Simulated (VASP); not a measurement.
Energy against volume of GaAs (zinc blende). Calculation: LDA (Ceperley-Alder, Perdew-Zunger), VASP's LDA PAW potentials (set 64) (plane waves; VASP 6.6.1). Numerical set-up: 520 eV cut-off, 8×8×8 Γ-centred mesh, Gaussian smearing of 0.050 eV, potentials Ga_d As.

```
V (Å³/atom)  E (eV/atom)
-----------  -----------
21.412          -4.81355
22.074          -4.81851
22.736          -4.81419
23.399          -4.80204
```

Question: Fit these four points and predict the energy of the run at 20.750 Å³/atom.

Answer: A cubic in V^(−2/3), the third-order Birch-Murnaghan form, passes through the four points with V0 = 22.08 Å³/atom and B0 = 75 GPa, and gives -4.7975 eV/atom there. The run gave -4.7976 eV/atom, -0.1 meV/atom from the fit; all five points give B0 = 75 GPa.

The compound is GaAs in the zinc blende structure. It was relaxed first.
